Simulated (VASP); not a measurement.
Consider the following.

```xyz
1
Lattice="0.0000 1.9000 1.9000 1.9000 0.0000 1.9000 1.9000 1.9000 0.0000" Properties=species:S:1:pos:R:3 pbc="T T T"
Rh     0.0000     0.0000     0.0000
```

All values below come from r2SCAN meta-GGA, VASP's PBE PAW potentials (set 64) (plane waves; VASP). Run with 480 eV cut-off, 16×16×16 Γ-centred mesh, first-order Methfessel-Paxton smearing of 0.10 eV, potentials Rh_pv.

Stress in GPa, positive for a compressed cell; the cube axes lie along x, y and z, and the ions stay on their sites.

| strain | σxx | σyy | σzz |
|---|---|---|---|
| none | 1.24 | 1.24 | 1.24 |
| εxx = +1.5 %, εyy = +1.5 %, εzz = +1.5 % | -10.24 | -10.24 | -10.24 |
| εxx = -1.0 %, εyy = -1.0 %, εzz = -1.0 % | 10.64 | 10.64 | 10.64 |
| εxx = +1.0 %, εzz = +1.0 % | -4.95 | -2.68 | -4.95 |

Problem. Fit C11 and C12 to these rows, and predict the stress for εxx = +2.0 %, εzz = +2.0 %.

Solution. Least squares on Δσ_i = −C11 ε_i − C12 (ε_j + ε_k) over all components shown gives C11 = 424 GPa and C12 = 197 GPa, and so σxx, σyy, σzz = -11.19, -6.65, -11.19 GPa. The run gave -10.44, -6.18, -10.44 GPa; the difference holds the non-linear terms and numerical noise.

Left out are shears, moved atoms, failed runs and, from the fit, strains over 2.5 %.

The compound is Rh in the fcc structure. The cell was not relaxed at this level.
